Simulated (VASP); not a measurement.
# CaIr2: convergence with the number of MPI ranks and SCF solver, part 2 of 3

How sensitive are energy and pressure of CaIr2 to the number of MPI ranks and SCF solver? The series runs use PBEsol. The start is a computed cell from the Materials Project.

VASP 6.6.1; PBEsol; plane waves and PAW (Ca_sv, Ir).

Still holding for the runs below: The k-mesh is coarse for a metal.

So far. Step 4 (Number of MPI ranks: 4 ranks): Against the first of the series the energy stays within 0.01 meV an atom and the pressure within 0.01 GPa, after 14 cycles in 15 s.

## 5. Number of MPI ranks: 8 ranks

INCAR

```
SYSTEM = CaIr2
PREC = Accurate
ENCUT = 400
EDIFF = 1E-06
NELM = 100
ISMEAR = -1
SIGMA = 0.05
LREAL = .FALSE.
ALGO = Normal
GGA = PS
NBANDS = 34
LASPH = .TRUE.
LORBIT = 11
LWAVE = .FALSE.
LCHARG = .FALSE.
KPAR = 8
ISIF = 2
```

POSCAR

```
CaIr2
1.0
    0.0000000000      3.7711580356      3.7711580356
    3.7711580356      0.0000000000      3.7711580356
    3.7711580356      3.7711580356      0.0000000000
Ca Ir
2 4
Direct
    0.2500000000      0.2500000000      0.2500000000
    0.0000000000      0.0000000000      0.0000000000
    0.6250000000      0.6250000000      0.6250000000
    0.1250000000      0.6250000000      0.6250000000
    0.6250000000      0.1250000000      0.6250000000
    0.6250000000      0.6250000000      0.1250000000
```

KPOINTS

```
Automatic mesh
0
Gamma
5 5 5
0 0 0
```

The projector-augmented-wave data sets are Ca_sv and Ir (PBE family, release 64).

Started as:

```bash
$ mpirun -np 8 vasp_std
```

The program printed:

```text
[banner, memory and clock lines left out]
running    8 mpi-ranks, on    1 nodes
[...]
|                                                                             |
|           W    W    AA    RRRRR   N    N  II  N    N   GGGG   !!!           |
|           W    W   A  A   R    R  NN   N  II  NN   N  G    G  !!!           |
|           W    W  A    A  R    R  N N  N  II  N N  N  G       !!!           |
|           W WW W  AAAAAA  RRRRR   N  N N  II  N  N N  G  GGG   !            |
|           WW  WW  A    A  R   R   N   NN  II  N   NN  G    G                |
|           W    W  A    A  R    R  N    N  II  N    N   GGGG   !!!           |
|                                                                             |
|     For optimal performance we recommend to set                             |
|       NCORE = 2 up to number-of-cores-per-socket                            |
|     NCORE specifies how many cores store one orbital (NPAR=cpu/NCORE).      |
|     This setting can greatly improve the performance of VASP for DFT.       |
[...]
|     calculations (for HF NCORE is supported but not extensively tested      |
|     yet).                                                                   |
|                                                                             |

 [... a notice as in an earlier step ...]

 LDA part: xc-table for (Slater+PW92), standard interpolation
 POSCAR, INCAR and KPOINTS ok, starting setup
[...]
entering main loop
       N       E                     dE             d eps       ncg     rms          rms(c)
[... 6 cycles as in an earlier step ...]
DAV:   7    -0.461922595166E+02    0.56892E+00   -0.34761E+00   908   0.120E+01    0.452E+00
DAV:   8    -0.460708822323E+02    0.12138E+00   -0.67145E-01   964   0.454E+00    0.118E+00
DAV:   9    -0.460490956758E+02    0.21787E-01   -0.18669E-01  1080   0.276E+00    0.248E-01
DAV:  10    -0.460488172500E+02    0.27843E-03   -0.39468E-03   884   0.429E-01    0.143E-01
[... 1 cycle as in an earlier step ...]
DAV:  12    -0.460486809543E+02   -0.92295E-05   -0.74218E-05   994   0.511E-02    0.905E-03
DAV:  13    -0.460486795492E+02    0.14051E-05   -0.92193E-06  1010   0.153E-02    0.251E-03
DAV:  14    -0.460486791059E+02    0.44333E-06   -0.56341E-07   448   0.535E-03
   1 F= -.46048679E+02 E0= -.46022168E+02  d E =-.530223E-01
```

Elapsed: 11 s, on 8 MPI ranks of AMD EPYC 7R43, shared host; peak memory 1.5 GiB.

OUTCAR, selected parts (step 5):

```text
  Total       -2.3693719     -2.3693719     -2.3693719      0.0000000      0.0000000      0.0000000
  in kB      -35.3907378    -35.3907378    -35.3907378      0.0000000      0.0000000      0.0000000
  external PRESSURE =     -35.3907378 kB  Pullay stress =       0.0000000 kB

 POSITION                                       TOTAL-FORCE (eV/Angst)
 -----------------------------------------------------------------------------------
      1.88558      1.88558      1.88558         0.000000      0.000000      0.000000
      0.00000      0.00000      0.00000        -0.000000     -0.000000     -0.000000
      4.71395      4.71395      4.71395         0.000000      0.000000      0.000000
      4.71395      2.82837      2.82837         0.000000      0.000000      0.000000
      2.82837      4.71395      2.82837         0.000000      0.000000      0.000000
      2.82837      2.82837      4.71395         0.000000     -0.000000      0.000000
 -----------------------------------------------------------------------------------
    total drift:                                0.000000      0.000000      0.000000

  FREE ENERGIE OF THE ION-ELECTRON SYSTEM (eV)
  ---------------------------------------------------
  free  energy   TOTEN  =       -46.0486791059 eV

  energy  without entropy=      -45.9956567753  energy(sigma->0) =      -46.02216794

[... 2 parts as in an earlier step ...]

[... 1 further part left out ...]
[key lines of the parts left out:]
E-fermi :   6.3000
```

Against the first of the series the energy stays within 0.01 meV an atom and the pressure within 0.01 GPa, after 14 cycles in 11 s.

## 6. The number of MPI ranks series as a table

This step: convergence of PBEsol results with the layout; plane waves and PAW (VASP 6.6.1).

Derived from the runs above.

Differences are taken from the run with 1 ranks. Results of the series, by row:

| setting | status | energy less the reference (meV/atom) | pressure (GPa) | SCF cycles | wall time (s) |
| --- | --- | --- | --- | --- | --- |
| 1 ranks | converged | 0 | -3.539 | 14 | 38 |
| 2 ranks | converged | 0 | -3.539 | 14 | 21 |
| 4 ranks | converged | 0 | -3.539 | 14 | 14.8 |
| 8 ranks | converged | 0 | -3.539 | 14 | 11.2 |

## 7. SCF solver: ALGO = Normal

This step: PBEsol; plane waves and PAW (Ca_sv, Ir) (VASP 6.6.1).

All solvers should reach one answer; they differ in cycles and robustness.

INCAR is that of step 5.

POSCAR is that of step 5.

KPOINTS is that of step 5.

Started as:

```bash
$ mpirun -np 8 vasp_std
```

The program printed:

```text
[banner, memory and clock lines left out]
running    8 mpi-ranks, on    1 nodes
 distrk:  each k-point on    1 cores,    8 groups
 distr:  one band on    1 cores,    1 groups

 POSCAR found type information on POSCAR CaIr
 POSCAR found :  2 types and       6 ions
 [... a notice as in an earlier step ...]

 [... a notice as in an earlier step ...]

 LDA part: xc-table for (Slater+PW92), standard interpolation
 POSCAR, INCAR and KPOINTS ok, starting setup
 FFT: planning ... GRIDC
 FFT: planning ... GRID_SOFT
 FFT: planning ... GRID
 WAVECAR not read
 entering main loop
       N       E                     dE             d eps       ncg     rms          rms(c)
[... 14 cycles as in an earlier step ...]
   1 F= -.46048679E+02 E0= -.46022168E+02  d E =-.530223E-01
```

Elapsed: 10 s, on 8 MPI ranks; peak memory 1.6 GiB; 79 s of CPU time.

OUTCAR, selected parts (step 7):

```text
   NELECT =      56.0000    total number of electrons

 E-fermi :   6.3000

[... 21 parts as in an earlier step ...]

[... 1 further part left out ...]
```

The series starts at -7.6704 eV an atom and -3.54 GPa, after 14 cycles in 10 s.

## 8. SCF solver: ALGO = Fast

Changes to INCAR since step 7:

```diff
@@ -8,3 +8,3 @@
 LREAL = .FALSE.
-ALGO = Normal
+ALGO = Fast
 GGA = PS
```

POSCAR is that of step 7.

KPOINTS is that of step 7.

Started as:

```bash
$ mpirun -np 8 vasp_std
```

The program printed:

```text
[... set-up lines as in an earlier step ...]
 entering main loop
       N       E                     dE             d eps       ncg     rms          rms(c)
[... 5 cycles as in an earlier step ...]
RMM:   6    -0.458231502960E+02    0.47945E+01   -0.25124E+01   777   0.303E+01    0.764E+00
RMM:   7    -0.462878622167E+02   -0.46471E+00   -0.73609E+00   904   0.126E+01    0.459E+00
RMM:   8    -0.460501642962E+02    0.23770E+00   -0.94700E-01   763   0.604E+00    0.189E+00
RMM:   9    -0.460382462127E+02    0.11918E-01   -0.28624E-01   850   0.396E+00    0.318E-01
[...]
RMM:  18    -0.460486748575E+02   -0.40576E-05   -0.40570E-05   874   0.170E-02    0.904E-04
RMM:  19    -0.460486768699E+02   -0.20124E-05   -0.19378E-05   778   0.119E-02    0.477E-04
RMM:  20    -0.460486777071E+02   -0.83726E-06   -0.84438E-06   684   0.931E-03
   1 F= -.46048678E+02 E0= -.46022166E+02  d E =-.530227E-01
```

Run time: 15 s. Hardware: 8 MPI ranks; peak memory 1.6 GiB; 2 min of CPU time.

From OUTCAR (step 8):

```text
  Total       -2.3675308     -2.3675308     -2.3675308     -0.0000000      0.0000000      0.0000000
  in kB      -35.3632386    -35.3632386    -35.3632386     -0.0000000      0.0000000      0.0000000
  external PRESSURE =     -35.3632386 kB  Pullay stress =       0.0000000 kB

 POSITION                                       TOTAL-FORCE (eV/Angst)
 -----------------------------------------------------------------------------------
      1.88558      1.88558      1.88558         0.000000      0.000000      0.000000
      0.00000      0.00000      0.00000        -0.000000     -0.000000     -0.000000
      4.71395      4.71395      4.71395         0.000000     -0.000000     -0.000000
      4.71395      2.82837      2.82837         0.000000     -0.000000     -0.000000
      2.82837      4.71395      2.82837         0.000000     -0.000000     -0.000000
      2.82837      2.82837      4.71395         0.000000     -0.000000     -0.000000
 -----------------------------------------------------------------------------------
    total drift:                                0.000000      0.000000      0.000000

  FREE ENERGIE OF THE ION-ELECTRON SYSTEM (eV)
  ---------------------------------------------------
  free  energy   TOTEN  =       -46.0486777071 eV

  energy  without entropy=      -45.9956550185  energy(sigma->0) =      -46.02216636

[... 2 parts as in an earlier step ...]

[... 1 further part left out ...]
[key lines of the parts left out:]
E-fermi :   6.3000
```

Against the first of the series the energy stays within 0.01 meV an atom and the pressure within 0.01 GPa, after 20 cycles in 15 s.

## 9. SCF solver: ALGO = VeryFast

Changes to INCAR since step 8:

```diff
@@ -8,3 +8,3 @@
 LREAL = .FALSE.
-ALGO = Fast
+ALGO = VeryFast
 GGA = PS
```

POSCAR is that of step 8.

KPOINTS is that of step 8.

Started as:

```bash
$ mpirun -np 8 vasp_std
```

The program printed:

```text
[... set-up lines as in an earlier step ...]
 entering main loop
       N       E                     dE             d eps       ncg     rms          rms(c)
RMM:   1     0.454270048994E+03    0.45427E+03   -0.20749E+04   340   0.121E+03
RMM:   2    -0.150153084294E+01   -0.45577E+03   -0.59890E+03   340   0.382E+02
RMM:   3     0.201988205510E+01    0.35214E+01   -0.84945E+02   340   0.176E+02
RMM:   4    -0.247063025629E+02   -0.26726E+02   -0.22118E+02   340   0.104E+02
[...]
RMM:  30    -0.460486748205E+02   -0.22168E-05   -0.19419E-05   850   0.171E-02    0.249E-04
RMM:  31    -0.460486760636E+02   -0.12431E-05   -0.11859E-05   804   0.146E-02    0.412E-04
RMM:  32    -0.460486769221E+02   -0.85848E-06   -0.82373E-06   716   0.123E-02
   1 F= -.46048677E+02 E0= -.46022165E+02  d E =-.530230E-01
```

Elapsed: 24 s, on 8 MPI ranks; peak memory 1.6 GiB; 3 min of CPU time.

Parts of OUTCAR (step 9):

```text
  Total       -2.3639919     -2.3639919     -2.3639919     -0.0000000     -0.0000000      0.0000000
  in kB      -35.3103780    -35.3103780    -35.3103780     -0.0000000     -0.0000000      0.0000000
  external PRESSURE =     -35.3103780 kB  Pullay stress =       0.0000000 kB

 POSITION                                       TOTAL-FORCE (eV/Angst)
 -----------------------------------------------------------------------------------
      1.88558      1.88558      1.88558         0.000000      0.000000      0.000000
      0.00000      0.00000      0.00000        -0.000000     -0.000000     -0.000000
      4.71395      4.71395      4.71395         0.000000      0.000000     -0.000000
      4.71395      2.82837      2.82837         0.000000      0.000000     -0.000000
      2.82837      4.71395      2.82837         0.000000      0.000000     -0.000000
      2.82837      2.82837      4.71395         0.000000      0.000000     -0.000000
 -----------------------------------------------------------------------------------
    total drift:                                0.000000      0.000000      0.000000

  FREE ENERGIE OF THE ION-ELECTRON SYSTEM (eV)
  ---------------------------------------------------
  free  energy   TOTEN  =       -46.0486769221 eV

  energy  without entropy=      -45.9956538820  energy(sigma->0) =      -46.02216540

[... 2 parts as in an earlier step ...]

[... 1 further part left out ...]
[key lines of the parts left out:]
E-fermi :   6.2999
```

Against the first of the series the energy stays within 0.01 meV an atom; the pressure moves by +0.01 GPa, after 32 cycles in 24 s.

## 10. SCF solver: ALGO = All

Changes to INCAR since step 9:

```diff
@@ -8,3 +8,3 @@
 LREAL = .FALSE.
-ALGO = VeryFast
+ALGO = All
 GGA = PS
```

POSCAR is that of step 9.

KPOINTS is that of step 9.

Started as:

```bash
$ mpirun -np 8 vasp_std
```

The program printed:

```text
[... set-up lines as in an earlier step ...]
 entering main loop
       N       E                     dE             d eps       ncg     rms           ort
DAV:   1     0.509959993677E+03    0.50996E+03   -0.23502E+04   340   0.139E+03
DAV:   2    -0.786761001237E+01   -0.51783E+03   -0.50629E+03   340   0.463E+02
DAV:   3    -0.481388959024E+02   -0.40271E+02   -0.38844E+02   340   0.105E+02
DAV:   4    -0.505515235657E+02   -0.24126E+01   -0.23925E+01   340   0.243E+01
DAV:   5    -0.506176382523E+02   -0.66115E-01   -0.65978E-01   340   0.350E+00
SDA:   6    -0.304143794381E+02    0.20203E+02   -0.65978E-01   340   0.117E+03   0.000E+00
 gam= 0.000 g(H,U,f)=  0.758E+02 0.372E+02 0.399E+01 ort(H,U,f) = 0.000E+00 0.000E+00 0.000E+00
 gam= 0.000 trial= 0.400  step=  0.2566 mean=  0.4000
CGA:   7    -0.448462016083E+02   -0.14432E+02   -0.15007E+02   340   0.299E+01  -0.207E+01
 gam= 0.026 g(H,U,f)=  0.251E+01 0.425E+00 0.498E-01 ort(H,U,f) =-0.586E+01 0.339E+01 0.404E+00
 gam= 0.026 trial= 0.386  step=  0.5791 mean=  0.3857
[...]
gam= 0.315 trial= 0.606  step=  0.8997 mean=  0.6056
CGA:  19    -0.460486681021E+02   -0.16269E-04   -0.16296E-04   340   0.138E-04  -0.172E-06
 gam= 0.386 g(H,U,f)=  0.124E-04 0.137E-05 0.106E-06 ort(H,U,f) =-0.570E-06 0.278E-06 0.120E-06
 gam= 0.386 trial= 0.635  step=  0.9399 mean=  0.6350
CGA:  20    -0.460486746246E+02   -0.65225E-05   -0.64759E-05   340   0.637E-05   0.297E-06
 gam= 0.460 g(H,U,f)=  0.526E-05 0.108E-05 0.290E-07 ort(H,U,f) = 0.308E-06-0.338E-09-0.108E-07
 gam= 0.460 trial= 0.666  step=  0.6703 mean=  0.6655
CGA:  21    -0.460486768060E+02   -0.21814E-05   -0.21792E-05   340   0.333E-05   0.653E-06
 gam= 0.524 g(H,U,f)=  0.326E-05 0.670E-07 0.364E-08 ort(H,U,f) = 0.447E-06 0.201E-06 0.603E-08
 gam= 0.524 trial= 0.666  step=  0.6575 mean=  0.6660
CGA:  22    -0.460486780152E+02   -0.12092E-05   -0.12086E-05   340   0.138E-05  -0.247E-07
 gam= 0.414 g(H,U,f)=  0.115E-05 0.214E-06 0.171E-07 ort(H,U,f) =-0.143E-06 0.122E-06-0.329E-08
 gam= 0.414 trial= 0.665  step=  0.7064 mean=  0.6651
CGA:  23    -0.460486784986E+02   -0.48348E-06   -0.48361E-06   340   0.539E-06  -0.883E-08
 gam= 0.391 g(H,U,f)=  0.492E-06 0.452E-07 0.201E-08 ort(H,U,f) = 0.658E-07-0.758E-07 0.110E-08
 gam= 0.391 trial= 0.669  step=  0.8084 mean=  0.6693
 final diagonalization occupied
   1 F= -.46048678E+02 E0= -.46022167E+02  d E =-.530237E-01
```

It took 19 s on 8 MPI ranks; peak memory 1.5 GiB.

OUTCAR, selected parts (step 10):

```text
  Total       -2.3596353     -2.3596353     -2.3596353      0.0000000      0.0000000      0.0000000
  in kB      -35.2453053    -35.2453053    -35.2453053      0.0000000      0.0000000      0.0000000
  external PRESSURE =     -35.2453053 kB  Pullay stress =       0.0000000 kB

 POSITION                                       TOTAL-FORCE (eV/Angst)
 -----------------------------------------------------------------------------------
      1.88558      1.88558      1.88558        -0.000000     -0.000000     -0.000000
      0.00000      0.00000      0.00000         0.000000      0.000000      0.000000
      4.71395      4.71395      4.71395        -0.000000     -0.000000      0.000000
      4.71395      2.82837      2.82837        -0.000000     -0.000000      0.000000
      2.82837      4.71395      2.82837        -0.000000     -0.000000      0.000000
      2.82837      2.82837      4.71395        -0.000000     -0.000000      0.000000
 -----------------------------------------------------------------------------------
    total drift:                                0.000000      0.000000      0.000000

  FREE ENERGIE OF THE ION-ELECTRON SYSTEM (eV)
  ---------------------------------------------------
  free  energy   TOTEN  =       -46.0486784986 eV

  energy  without entropy=      -45.9956548435  energy(sigma->0) =      -46.02216667

[... 2 parts as in an earlier step ...]

[... 1 further part left out ...]
[key lines of the parts left out:]
E-fermi :   6.3000
```

Against the first of the series the energy stays within 0.01 meV an atom; the pressure moves by +0.01 GPa, after 23 cycles in 19 s.

## 11. SCF solver: ALGO = Damped

Changes to INCAR since step 10:

```diff
@@ -8,3 +8,3 @@
 LREAL = .FALSE.
-ALGO = All
+ALGO = Damped
 GGA = PS
```

POSCAR is that of step 10.

KPOINTS is that of step 10.

Started as:

```bash
$ mpirun -np 8 vasp_std
```

The program printed:

```text
[... set-up lines as in an earlier step ...]
 entering main loop
       N       E                     dE             d eps       ncg     rms           ort
DAV:   1     0.736130221431E+03    0.73613E+03   -0.20993E+04   340   0.139E+03
DAV:   2     0.117961165880E+03   -0.61817E+03   -0.60907E+03   340   0.525E+02
DAV:   3    -0.146124240675E+02   -0.13257E+03   -0.12763E+03   340   0.206E+02
DAV:   4    -0.406014447437E+02   -0.25989E+02   -0.25161E+02   340   0.947E+01
[...]
DMP:  98    -0.460478184354E+02   -0.12537E-04   -0.12460E-04   340   0.193E-04   0.311E-04
DMP:  99    -0.460478308893E+02   -0.12454E-04   -0.12398E-04   340   0.192E-04   0.309E-04
DMP: 100    -0.460478432808E+02   -0.12392E-04   -0.12307E-04   340   0.190E-04   0.308E-04
 final diagonalization occupied
 -----------------------------------------------------------------------------
|                                                                             |
|           W    W    AA    RRRRR   N    N  II  N    N   GGGG   !!!           |
|           W    W   A  A   R    R  NN   N  II  NN   N  G    G  !!!           |
|           W    W  A    A  R    R  N N  N  II  N N  N  G       !!!           |
|           W WW W  AAAAAA  RRRRR   N  N N  II  N  N N  G  GGG   !            |
|           WW  WW  A    A  R   R   N   NN  II  N   NN  G    G                |
|           W    W  A    A  R    R  N    N  II  N    N   GGGG   !!!           |
|                                                                             |
|     The electronic self-consistency was not achieved in the given           |
|     number of steps (NELM). The forces and other quantities evaluated       |
|     might not be reliable so examine the results carefully. If you find     |
|     spurious results, we suggest increasing NELM, if you were close to      |
|     convergence or switching to a different ALGO or adjusting the           |
|     density mixing parameters otherwise.                                    |
|                                                                             |
 -----------------------------------------------------------------------------

   1 F= -.46047843E+02 E0= -.46021335E+02  d E =-.530168E-01
```

It took 48 s on 8 MPI ranks; peak memory 1.4 GiB.

OUTCAR, selected parts (step 11):

```text
 k-point     1 :       0.0000    0.0000    0.0000
  band No.  band energies     occupation
    ...
     22       6.0431      1.98853
     23       6.0431      1.98853
     24       6.0431      1.98852
     25       6.1370      1.92722
     26       6.1370      1.92719
     27       7.3212      0.00000
     28       7.3212      0.00000
     29       7.3273      0.00000
     30       7.4465      0.00000
     31       7.4465      0.00000
    ...

  Total       -2.3827646     -2.3827646     -2.3827646     -0.0000000      0.0000000      0.0000000
  in kB      -35.5907817    -35.5907817    -35.5907817     -0.0000000      0.0000000      0.0000000
  external PRESSURE =     -35.5907817 kB  Pullay stress =       0.0000000 kB

 POSITION                                       TOTAL-FORCE (eV/Angst)
 -----------------------------------------------------------------------------------
      1.88558      1.88558      1.88558        -0.000000     -0.000000      0.000000
      0.00000      0.00000      0.00000        -0.000000      0.000000     -0.000000
      4.71395      4.71395      4.71395         0.000000      0.000000      0.000000
      4.71395      2.82837      2.82837         0.000000      0.000000     -0.000000
      2.82837      4.71395      2.82837         0.000000      0.000000      0.000000
      2.82837      2.82837      4.71395         0.000000      0.000000      0.000000
 -----------------------------------------------------------------------------------
    total drift:                                0.000000      0.000000      0.000000

  FREE ENERGIE OF THE ION-ELECTRON SYSTEM (eV)
  ---------------------------------------------------
  free  energy   TOTEN  =       -46.0478432808 eV

  energy  without entropy=      -45.9948265239  energy(sigma->0) =      -46.02133490

[... 9 parts as in an earlier step ...]

[... 10 further parts left out ...]
[key lines of the parts left out:]
E-fermi :   6.3008
```

EDIFF was not reached within NELM cycles, so the run counts as unconverged.

(Continued in part 3 of 3.)

[Lines on the potential files, build, host, timing and source positions are cut from VASP's logs without a mark.]

[Logs are printed without paths, hosts, clocks, repeated set-up lines and the standing remarks that a program may print on its own settings, such as how far it seeks lower states.]

[Hosts, paths, dates, database ids (printed as entryN), source tags and the programs' standing remarks are cut or masked in the printed files.]

[A measured line is paired with the nearest computed mode of its activity, which favours agreement.]

[In band tables of VASP the shares of atoms and orbitals are scaled to a sum of 1 inside the atoms' spheres.]
